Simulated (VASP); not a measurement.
```yaml
crystal:
  lattice:
    - [0.00000, 2.86603, 2.86603]
    - [2.86603, 0.00000, 2.86603]
    - [2.86603, 2.86603, 0.00000]
  atoms:
    - { symbol: Al, position: [0.00000, 0.00000, 0.00000] }
    - { symbol: As, position: [0.25000, 0.25000, 0.25000] }
```

The numbers are results of PBE GGA, VASP's PBE PAW potentials (set 64) (plane waves; VASP), not measurements. Run with 400 eV cut-off, Gaussian smearing of 0.050 eV, potentials Al As.

Task: Predict the band gap (along the path) with the smallest direct gap where there is one.

Result: 
- band gap (along the path) = 1.50 eV
- smallest direct gap (along the path) = 1.77 eV

Total energies compare only between runs with the same potentials, cut-off and functional.

The compound is AlAs in the zinc blende structure. It was relaxed first.
